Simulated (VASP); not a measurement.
```xyz
4
Lattice="2.2528 -3.8735 0.0000 2.2528 3.8735 0.0000 0.0000 0.0000 4.6170" Properties=species:S:1:pos:R:3 pbc="T T T"
Ga     2.2528     2.6673     4.2393
Ga     2.2528     1.2062     1.9308
Ga     2.2528    -1.2062     2.6862
Ga     2.2528    -2.6673     0.3777
```

Calculation: PBE GGA, VASP's PBE PAW potentials (set 64) (plane waves; VASP). Run with 400 eV cut-off, 9×9×8 Γ-centred mesh, tetrahedra with Blöchl corrections, potentials Ga_d.

Q: What does the run give for the energy per atom (σ→0), band gap (on the k-mesh) with the smallest direct gap where there is one?

A: 
```yaml
band gap (on the k-mesh): none (metal, semimetal or under 0.01 eV)
energy per atom (σ→0): -2.904 eV/atom
```

Total energies compare only between runs with the same potentials, cut-off and functional.

The compound is Ga in the alpha structure. It was relaxed first.
